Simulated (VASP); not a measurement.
The input files of a VASP run:

### POSCAR
```
NbN
1
    0.0000000000     2.2628427142     2.2628427142
    2.2628427142     0.0000000000     2.2628427142
    2.2628427142     2.2628427142     0.0000000000
Nb N
1 1
Direct
  0.0000000000   0.0000000000   0.0000000000
  0.5000000000   0.5000000000   0.5000000000
```

### KPOINTS
```
Automatic mesh
0
Gamma
14 14 14
0 0 0
```

**INCAR**
```
SYSTEM = NbN
PREC = Accurate
ENCUT = 520
EDIFF = 1E-7
NELM = 100
ALGO = Normal
LREAL = .FALSE.
LASPH = .TRUE.
ISMEAR = 1
SIGMA = 0.1
GGA = RP
LMAXMIX = 4
LWAVE = .FALSE.
LCHARG = .FALSE.
ISIF = 2
```

POTCAR, in this order: Nb_sv N (PBE.64 set). Program: vasp_std.

**Question.** Translate this RPBE calculation to Ansatz.

**Answer.** One equivalent input (not run):
Ansatz 0.2 input:
```yaml
crystal:
  lattice:
    - [0.0000000, 2.2628427, 2.2628427]
    - [2.2628427, 0.0000000, 2.2628427]
    - [2.2628427, 2.2628427, 0.0000000]
  atoms:
    - { symbol: Nb, position: [0.0000000, 0.0000000, 0.0000000] }
    - { symbol: N, position: [0.5000000, 0.5000000, 0.5000000] }
kpoints:
  mp_grid: { grid: [14, 14, 14] }
hamiltonian:
  xc: rpbe
  pseudopotentials: { kind: paw }
scf:
  occupations: { method: methfessel_paxton, width: 0.1 }
  max_iter: 100
output: { forces: true, stress: true, eigenvalues: true }
```
What does not carry over: each code has its own PAW files, so the cut-off isn't converted (ENCUT is set for VASP's; basis.ecutwfc is left out, and Ansatz then takes the one that its files recommend); Ansatz stops its SCF on the density residual and VASP on the energy change (EDIFF).

The compound is NbN in the rock salt structure, the cubic δ form, which competes with hexagonal ones. This cell is one point of a volume scan, at 1.06 of the reference volume.
